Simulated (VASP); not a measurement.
Given:

```xyz
2
Lattice="0.0000 3.2448 3.2448 3.2448 0.0000 3.2448 3.2448 3.2448 0.0000" Properties=species:S:1:pos:R:3 pbc="T T T"
Cd     0.0000     0.0000     0.0000
Te     1.6224     1.6224     1.6224
```

Method: HSEsol screened hybrid, VASP's PBE PAW potentials (set 64) (plane waves; VASP 6.6.1). Numerical set-up: 520 eV cut-off, 6×6×6 Γ-centred mesh, Gaussian smearing of 0.050 eV, potentials Cd Te.

Unless said otherwise, spin-orbit coupling is left out, though it shifts the bands of the heavy elements here.

Task: What does the run give for the energy per atom (σ→0), band gap (on the k-mesh) with the smallest direct gap where there is one?

Result: 
| Quantity | Value |
|---|---|
| band gap (on the k-mesh) | 1.42 eV |
| smallest direct gap (on the k-mesh) | 1.42 eV |
| energy per atom (σ→0) | -3262 meV/atom |

The compound is CdTe in the zinc blende structure. This cell is one point of a volume scan, at 0.94 of the reference volume. The cell's shape comes from a PBE relaxation.
